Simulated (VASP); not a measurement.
The system is InP.

```
In P
1.0
     0.00000    2.97933    2.97933
     2.97933    0.00000    2.97933
     2.97933    2.97933    0.00000
In P
1 1
Direct
  0.00000 0.00000 0.00000
  0.25000 0.25000 0.25000
```

The cell was built by a generator and needn't be a form met in nature.

Base run:

```yaml
Program: VASP 6.6.1
Functional: PBE0
Potentials_or_basis: VASP PAW PBE potentials, release 64 (In_d, P)
Cutoff: 520 eV
k_mesh: 6 × 6 × 6
Occupations: gaussian, width 0.02 eV
Spin: no spin polarisation
```

Its results: band gap on the k mesh 1.82 eV, direct; pressure -2.3 GPa.

**Question.** After a change of settings the same cell gave: band gap on the k mesh 1.21 eV, direct; pressure -2.0 GPa. Which change was it?
A. exchange at q = 0 from default to truncated
B. functional from PBE0 to HSE06
C. functional from PBE0 to r2SCAN; k mesh from 6 × 6 × 6 to 10 × 10 × 10

**Answer.** B.

Caveats: the PAW data sets were made with another functional, which shifts forces and pressure a little; spin-orbit coupling is left out, which moves the levels of the heavy elements.

Runs at the PBE level aren't shown here.
